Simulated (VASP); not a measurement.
Input:

```
LiRb3
1.0
    0.00000     5.08707     5.08707
    5.08707     0.00000     5.08707
    5.08707     5.08707     0.00000
Rb Li
3 1
Cartesian
  2.54353   2.54353   2.54353
  7.63060   7.63060   7.63060
  5.08707   5.08707   5.08707
  0.00000   0.00000   0.00000
```

The numbers are results of PBEsol GGA with spin-orbit coupling, VASP's PBE PAW potentials (set 64) (plane waves; VASP 6.6.1), not measurements. Run with 520 eV cut-off, 5×5×5 Γ-centred mesh, Gaussian smearing of 0.050 eV, potentials Rb_sv Li_sv.

Task: Give the energies of bands 27 to 37 at the high-symmetry points, in eV from the Fermi level.

Result: 
| band | Γ | X | U | L | W |
|---|---|---|---|---|---|
| 27 | -2.23 | -0.68 | -0.64 | -1.02 | -0.56 |
| 28 | -2.23 | -0.68 | -0.64 | -1.02 | -0.56 |
| 29 | 1.06 | -0.63 | -0.43 | -0.98 | -0.25 |
| 30 | 1.06 | -0.63 | -0.43 | -0.98 | -0.25 |
| 31 | 1.09 | 0.33 | -0.33 | 0.90 | -0.23 |
| 32 | 1.09 | 0.33 | -0.33 | 0.90 | -0.23 |
| 33 | 1.09 | 0.70 | 0.72 | 0.92 | -0.08 |
| 34 | 1.09 | 0.70 | 0.72 | 0.92 | -0.08 |
| 35 | 1.63 | 0.86 | 0.88 | 1.84 | 1.48 |
| 36 | 1.63 | 0.86 | 0.88 | 1.85 | 1.48 |
| 37 | 1.63 | 0.89 | 1.88 | 1.90 | 2.07 |

It has no gap at this level: it comes out as a metal or semimetal.

The structure comes from a computed database's Rb3Li entry (Fm-3m); how it stands against other phases isn't given here. It was relaxed first.
